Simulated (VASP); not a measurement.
Data:

```
MgI2
1.0
    2.12364    -3.67824     0.00000
    2.12364     3.67824     0.00000
    0.00000     0.00000     7.77786
Mg I
1 2
Cartesian
  2.12364   3.67824   0.00000
  2.12364   1.22608   1.68982
  2.12364  -1.22608   6.08804
```

The numbers are results of PW91 GGA, VASP's PBE PAW potentials (set 64) (plane waves; VASP), not measurements. Settings: 520 eV cut-off, 6×6×3 Γ-centred mesh, Gaussian smearing of 0.050 eV, potentials Mg I.

Without a dispersion term in the relaxation, distances and binding between the weakly bound layers, chains or molecules are unreliable, and so is what depends on them.

Question: The ions and cell shape at fixed volume are relaxed. What does this cell relax into?

Answer: 
```
MgI2
1.0
    2.10109    -3.63919     0.00000
    2.10109     3.63919     0.00000
    0.00000     0.00000     7.94570
Mg I
1 2
Direct
  0.00000   0.00000   0.00000
  0.33333   0.66667   0.21041
  0.66667   0.33333   0.78959
```
Space group P-3m1 (164), at a tolerance of 0.03 Å.

Question: How much energy does the relaxation gain?

Answer: The energy (σ→0) changes by -3.1 meV/atom, in 8 ionic steps.

```csv
step,E(σ→0) (eV),max force (eV/Å),pressure (GPa),volume (Å³)
1,-7.8079,0.155,-0.69,121.51
2,-7.8101,0.125,-0.60,121.51
3,-7.8142,0.034,-0.32,121.51
4,-7.8108,0.159,0.29,121.51
5,-7.8149,0.019,-0.15,121.51
6,-7.8166,0.011,-0.06,121.51
7,-7.8170,0.005,0.10,121.51
8,-7.8173,0.002,0.04,121.51
```

The compound is MgI2 in the 1T layered structure. This cell is one point of a volume scan, at 1.03 of the reference volume. Symmetry was kept, so distortions that lower it aren't found.
